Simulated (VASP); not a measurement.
A run of VASP 6.6.1:

The input INCAR:

```
PREC = Accurate
ENCUT = 600
EDIFF = 1E-7
ISMEAR = 1
SIGMA = 0.1
LREAL = False
LASPH = True
NELM = 100
ALGO = Normal
ISIF = 8
LWAVE = False
LCHARG = False
GGA = CA
IBRION = 2
NSW = 50
EDIFFG = -0.03
```

Contents of KPOINTS:

```
regular mesh
0
Gamma
  6 6 6
```

Contents of POSCAR:

```
In2Au
1.0
    0.0000000000      3.2510000000      3.2510000000
    3.2510000000      0.0000000000      3.2510000000
    3.2510000000      3.2510000000      0.0000000000
In Au
2 1
Direct
    0.2500000000      0.2500000000      0.2500000000
    0.7500000000      0.7500000000      0.7500000000
    0.0000000000      0.0000000000      0.0000000000
```

Potentials or basis: VASP PAW LDA potentials, release 64 (In_d, Au).

Run with:

```bash
$ cat potpaw_LDA.64/In_d/POTCAR potpaw_LDA.64/Au/POTCAR > POTCAR
$ mpirun -np 1 vasp_std > vasp.out
```

Hardware: 1 thread of Intel(R) Xeon(R) Platinum 8488C (Sapphire Rapids), with other jobs on the host.

Question: How long does it take, and how much memory?

Answer: Wall time 55 s on 1 thread of Intel(R) Xeon(R) Platinum 8488C (Sapphire Rapids), with other jobs on the host, peak memory 0.2 GiB. Counts: scf iterations 24, k points 16, ion steps 2.
